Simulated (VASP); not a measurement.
Shape and ions are relaxed at each volume.

Data:

```yaml
crystal:
  lattice:
    - [1.28460, -2.22499, 0.00000]
    - [1.28460, 2.22499, 0.00000]
    - [0.00000, 0.00000, 4.24748]
  atoms:
    - { symbol: B, position: [0.66667, 0.33333, 0.50015] }
    - { symbol: B, position: [0.33333, 0.66667, 0.00015] }
    - { symbol: N, position: [0.66667, 0.33333, 0.87485] }
    - { symbol: N, position: [0.33333, 0.66667, 0.37485] }
```

Calculation: RPBE GGA, VASP's PBE PAW potentials (set 64) (plane waves; VASP). Numerical set-up: 520 eV cut-off, 10×10×5 Γ-centred mesh, Gaussian smearing of 0.050 eV, potentials B N.

**Question.** Give the energy at these volumes per atom, relative to the lowest: 5.70, 5.88, 6.07, 6.25, 6.43 Å³.

**Answer.** 27.7, 6.8, 0.0, 5.5, 21.8 meV/atom. A third-order Birch-Murnaghan fit gives B0 = 359 GPa and B0′ = 3.7.

Measured: bulk modulus 375 GPa (computed value off by -4.2 %), as given by Equation of state of wurtzitic boron nitride to 66 GPa, Appl. Phys. Lett., doi 10.1063/1.121186. The calculation is for a static lattice, while the measured bulk modulus holds thermal and zero-point effects, which are part of the difference.

The compound is BN in the wurtzite structure, a metastable high-pressure form. It was relaxed first.
